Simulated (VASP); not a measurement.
# MgAuCl2 (P4/mmm) in VASP: further runs, part 3 of 3

VASP 6.6.1. The steps go on from the part before.

### Step 5. Single point, PBE

This run uses another cell than the first one, of 19.37 Å³/atom, 0.856 times its volume.

INCAR

```
SYSTEM = MgAuCl2
ALGO = Normal
EDIFF = 1E-6
ENCUT = 520
GGA = PE
ISIF = 2
ISMEAR = 0
LASPH = .True.
LCHARG = .False.
LREAL = .False.
LWAVE = .False.
NBANDS = 22
NELM = 100
PREC = Accurate
SIGMA = 0.1
```

KPOINTS

```
k-points
0
Gamma
  4 4 6
  0 0 0
```

POSCAR

```
MgAuCl2
1.0
    5.3168975200      0.0000000000      0.0000000000
    0.0000000000      5.3168975200      0.0000000000
    0.0000000000      0.0000000000      2.7406746500
Mg Au Cl
1 1 2
Direct
    0.5000000000      0.5000000000      0.5000000000
    0.0000000000      0.0000000000      0.0000000000
    0.5000000000      0.0000000000      0.0000000000
    0.0000000000      0.5000000000      0.0000000000
```

Potentials or basis: VASP PAW PBE potentials, release 64 (Mg, Au, Cl).

Started as:

```sh
cat potpaw_PBE.64/Mg/POTCAR potpaw_PBE.64/Au/POTCAR potpaw_PBE.64/Cl/POTCAR > POTCAR
mpirun -np 1 vasp_std > vasp.out
```

OUTCAR:

```text
SYSTEM = MgAuCl2
   EDIFF = 1E-6
   ENCUT = 520
   GGA = PE
   ISIF = 2
   ISMEAR = 0
   LASPH = .True.
   LREAL = .False.
   NELM = 100
   PREC = Accurate

 ion  position               nearest neighbor table
   1  0.500  0.500  0.500-   3 2.99   4 2.99   3 2.99   4 2.99   3 2.99   3 2.99   4 2.99   4 2.99

   2  0.000  0.000  0.000-   3 2.66   4 2.66   4 2.66   3 2.66
   3  0.500  0.000  0.000-   2 2.66   2 2.66   1 2.99   1 2.99   1 2.99   1 2.99
   4  0.000  0.500  0.000-   2 2.66   2 2.66   1 2.99   1 2.99   1 2.99   1 2.99

  LATTYP: Found a simple tetragonal cell.
 ALAT       =     5.3168975200
 C/A-ratio  =     0.5154650131

  Lattice vectors:

 A1 = (   5.3168975200,   0.0000000000,   0.0000000000)
 A2 = (   0.0000000000,   5.3168975200,   0.0000000000)
 A3 = (   0.0000000000,   0.0000000000,   2.7406746500)

Analysis of symmetry for initial positions (statically):
=====================================================================
 Subroutine PRICEL returns:
 Original cell was already a primitive cell.

 Routine SETGRP: Setting up the symmetry group for a
 simple tetragonal supercell.

 Subroutine GETGRP returns: Found 16 space group operations
 (whereof 16 operations were pure point group operations)
 out of a pool of 16 trial point group operations.

The static configuration has the point symmetry D_4h.

Analysis of symmetry for dynamics (positions and initial velocities):
=====================================================================
 Subroutine PRICEL returns:
 Original cell was already a primitive cell.

 Routine SETGRP: Setting up the symmetry group for a
 simple tetragonal supercell.

 Subroutine GETGRP returns: Found 16 space group operations
 (whereof 16 operations were pure point group operations)
 out of a pool of 16 trial point group operations.

[... 119 lines left out ...]
   EFERMI_NEDOS =   21; number of points for ismear=-14 and -15
   IALGO  =     38    algorithm
   IMIX   =      4    mixing-type and parameters
     AMIX     =   0.40;   BMIX     =  1.00
     AMIX_MAG =   1.60;   BMIX_MAG =  1.00
  volume/ion in A,a.u.               =      19.37       130.71
  Fermi-wavevector in a.u.,A,eV,Ry     =   1.152050  2.177059 18.057919  1.327220
  Thomas-Fermi vector in A             =   2.288704
   LORBIT       =      0    0 simple, 1 ext, 2 COOP (PROOUT), +10 PAW based schemes
   GGA     = PE    functional components
   LHFCALC =     F    Hartree Fock is set to
   AEXX    =    0.0000 exact exchange contribution
   IVDW    =     0    specifies the selected vdW correction
   LEPSILON=     F    determine dielectric tensor
   LRPA    =     F    only Hartree local field effects (RPA)
 non-spin polarized calculation
 Gauss-broadening in eV      SIGMA  =   0.10
  energy-cutoff  :      520.00
  volume of cell :       77.48
 maximum number of plane-waves:      2104
 NGX is ok and might be reduce to    40

 number of electron      27.0000003 magnetization

 Free energy of the ion-electron system (eV)
  ---------------------------------------------------
  ext. energy  EPLUGINS =         0.00000000
  ---------------------------------------------------
  free energy    TOTEN  =        -8.64557955 eV

  energy without entropy =       -8.63781238  energy(sigma->0) =       -8.64169596

 E-fermi :   5.5633     XC(G=0): -10.0560

 val. band max:        5.5483760839   @ k =   0.2500   0.2500   0.0000
 cond. band min:       5.6073760649   @ k =   0.5000   0.0000   0.1667
 fundamental gap:      0.0589999810
 Fermi energy:         5.5632716084

 k-point     1 :       0.0000    0.0000    0.0000
  band No.  band energies     occupation
      1     -11.4556      2.00000
      2     -11.0011      2.00000
      3      -0.6945      2.00000
      4      -0.6945      2.00000
      5      -0.1497      2.00000
      6       0.9030      2.00000
[... 589 lines left out ...]
     21      13.3337      0.00000
     22      13.3337      0.00000

------------------------ aborting loop because EDIFF is reached ----------------------------------------

  FORCE on cell =-STRESS in cart. coord.  units (eV):
  Direction    XX          YY          ZZ          XY          YZ          ZX
  --------------------------------------------------------------------------------------
  -------------------------------------------------------------------------------------
  Total       -0.2195226     -0.2195226     14.5225961      0.0000000      0.0000000      0.0000000
  in kB       -4.5395804     -4.5395804    300.3175971      0.0000000      0.0000000      0.0000000
  external PRESSURE =      97.0794788 kB  Pullay stress =       0.0000000 kB

 VOLUME and BASIS-vectors are now :
 -----------------------------------------------------------------------------
  energy-cutoff  :      520.00
  volume of cell :       77.48
      direct lattice vectors                 reciprocal lattice vectors
     5.316897520  0.000000000  0.000000000     0.188079608  0.000000000  0.000000000
     0.000000000  5.316897520  0.000000000     0.000000000  0.188079608  0.000000000
     0.000000000  0.000000000  2.740674650     0.000000000  0.000000000  0.364873663

 POSITION                                       TOTAL-FORCE (eV/Angst)
 -----------------------------------------------------------------------------------
      2.65845      2.65845      1.37034         0.000000      0.000000      0.000000
      0.00000      0.00000      0.00000         0.000000      0.000000      0.000000
      2.65845      0.00000      0.00000         0.000000      0.000000      0.000000
      0.00000      2.65845      0.00000         0.000000      0.000000      0.000000
 -----------------------------------------------------------------------------------
    total drift:                                0.000000      0.000000     -0.000000

  FREE ENERGIE OF THE ION-ELECTRON SYSTEM (eV)
  ---------------------------------------------------
  free  energy   TOTEN  =        -8.6455795497 eV

  energy  without entropy=       -8.6378123758  energy(sigma->0) =       -8.64169596
```

OSZICAR:

```text
N       E                     dE             d eps       ncg     rms          rms(c)
DAV:   1     0.150666836986E+03    0.15067E+03   -0.12008E+04  1080   0.106E+03
DAV:   2    -0.552697752619E-02   -0.15067E+03   -0.14111E+03  1282   0.216E+02
DAV:   3    -0.924709259598E+01   -0.92416E+01   -0.91666E+01  1328   0.541E+01
DAV:   4    -0.934618107481E+01   -0.99088E-01   -0.99035E-01  1230   0.640E+00
DAV:   5    -0.934767082121E+01   -0.14897E-02   -0.14896E-02  1358   0.803E-01    0.153E+01
DAV:   6    -0.870607695976E+01    0.64159E+00   -0.12271E+00  1226   0.926E+00    0.947E+00
DAV:   7    -0.865382843453E+01    0.52249E-01   -0.37295E-01  1248   0.333E+00    0.293E+00
DAV:   8    -0.864615197842E+01    0.76765E-02   -0.30832E-02  1272   0.139E+00    0.104E+00
DAV:   9    -0.864548345937E+01    0.66852E-03   -0.44295E-03  1218   0.550E-01    0.127E-01
DAV:  10    -0.864555088432E+01   -0.67425E-04   -0.50756E-04  1266   0.198E-01    0.865E-02
DAV:  11    -0.864557102508E+01   -0.20141E-04   -0.13234E-04  1236   0.929E-02    0.250E-02
DAV:  12    -0.864557881613E+01   -0.77910E-05   -0.15182E-05  1218   0.285E-02    0.541E-03
DAV:  13    -0.864557954965E+01   -0.73353E-06   -0.11342E-06  1094   0.618E-03
   1 F= -.86455795E+01 E0= -.86416960E+01  d E =-.776717E-02
```

stdout:

```text
POSCAR found type information on POSCAR MgAuCl
 POSCAR found :  3 types and       4 ions
 scaLAPACK will be used
 LDA part: xc-table for (Slater+PW92), standard interpolation
 POSCAR, INCAR and KPOINTS ok, starting setup
 FFT: planning ... GRIDC
 FFT: planning ... GRID_SOFT
 FFT: planning ... GRID
 WAVECAR not read
 entering main loop
```

Run time: 24 s. Hardware: 1 thread of Intel Xeon Platinum 8488C (Sapphire Rapids), shared host; peak memory 0.2 GiB.

What came out:

| Item | Value |
| --- | --- |
| Free energy | -8.6456 eV |
| Pressure | 9.7 GPa |
| Band gap on the k mesh | none (metal or under the smearing width) |

Caveat: the k mesh is coarse (spacing up to 0.38 Å⁻¹), so the values aren't converged; an odd number of electrons without spin polarisation forces a metal; a magnetic or distorted state may lie lower.

### Step 6. Single point, PBE

This run uses another cell than the first one: it holds 4 atoms, not 8.

INCAR

```
SYSTEM = MgAuCl2
  PREC = Accurate
  ENCUT = 520
  EDIFF = 1E-6
  ISMEAR = 0
  SIGMA = 0.1
  LREAL = .False.
  LASPH = .True.
  NELM = 100
  ALGO = Fast
  ISIF = 2
  LWAVE = .False.
  LCHARG = .True.
  GGA = PE
  LELF = .True.
  LVHAR = .True.
  NBANDS = 22
```

KPOINTS

```
Automatic mesh
0
Gamma
  10 10 14
  0 0 0
```

POSCAR

```
MgAuCl2
1.0
    5.2730065907      0.0000000000      0.0000000000
    0.0000000000      5.2730065907      0.0000000000
    0.0000000000      0.0000000000      3.2536083426
Mg Au Cl
1 1 2
Direct
    0.5000000000      0.5000000000      0.5000000000
    0.0000000000      0.0000000000      0.0000000000
    0.5000000000      0.0000000000      0.0000000000
    0.0000000000      0.5000000000      0.0000000000
```

Potentials or basis: VASP PAW PBE potentials, release 64 (Mg, Au, Cl).

Started as:

```sh
cat potpaw_PBE.64/Mg/POTCAR potpaw_PBE.64/Au/POTCAR potpaw_PBE.64/Cl/POTCAR > POTCAR
mpirun -np 1 vasp_std > vasp.out
```

It took 4.1 min on 1 thread of Intel Xeon Platinum 8488C (Sapphire Rapids), shared host; peak memory 0.45 GiB.

The run converged. Its results:

| Item | Value |
| --- | --- |
| Free energy | -9.6696 eV |
| Pressure | -0.1 GPa |
| Band gap on the k mesh | none (metal or under the smearing width) |

Levels at points of the mesh, in eV from the Fermi level:
```csv
k point,band 10,band 11,band 12,band 13,band 14,band 15,band 16,band 17
"(0.00, 0.00, 0.00)",-3.06,-2.97,-2.97,-2.74,-2.33,-1.79,5.74,5.74
"(0.50, 0.00, 0.00)",-2.95,-2.90,-2.86,-2.05,-0.17,1.63,3.38,4.66
"(0.50, 0.50, 0.00)",-2.97,-2.04,-2.04,-0.16,1.36,2.01,2.01,2.94
"(0.00, 0.00, 0.50)",-3.84,-3.52,-3.15,-2.67,0.59,1.11,2.44,3.35
"(0.50, 0.00, 0.50)",-3.07,-2.91,-2.79,-1.27,1.10,2.00,2.17,3.38
"(0.50, 0.50, 0.50)",-3.05,-2.72,-1.61,-0.12,-0.05,1.00,3.54,4.98
```

Caveat: an odd number of electrons without spin polarisation forces a metal; a magnetic or distorted state may lie lower. The run has no spin-orbit coupling, so splittings on Au are missing.

### Step 7. Overview

| task | cell | k mesh | cutoff (eV) | smearing | mesh quality | gap on the mesh (eV) | pressure (GPa) |
| --- | --- | --- | --- | --- | --- | --- | --- |
| single point | cell x2 | 4 × 4 × 4 | 520 | gaussian 0.2 eV | not flagged | none | 0.0 |
| single point | P4/mmm, 22.64 Å³/atom | 4 × 4 × 6 | 520 | gaussian 0.1 eV | not flagged | none | -0.1 |
| relaxation of cell and atoms | relaxed | 4 × 4 × 6 | 600 | gaussian 0.1 eV | coarse | none | 0.1 |
| single point | P4/mmm, 19.37 Å³/atom | 4 × 4 × 6 | 520 | gaussian 0.1 eV | coarse | none | 9.7 |
| single point | P4/mmm, 22.62 Å³/atom | 10 × 10 × 14 | 520 | gaussian 0.1 eV | not flagged | none | -0.1 |

Alike in all rows: level PBE; potentials or basis VASP PAW PBE potentials, release 64 (Mg, Au, Cl); no spin polarisation.

Caveats: some runs use coarse meshes; an odd number of electrons without spin polarisation forces a metal (some runs); a magnetic or distorted state may lie lower (some runs); the volume moved by over 15 % at a fixed basis, so the end points are rough (some runs).

Absolute energies hang on the potentials; compare differences alone.
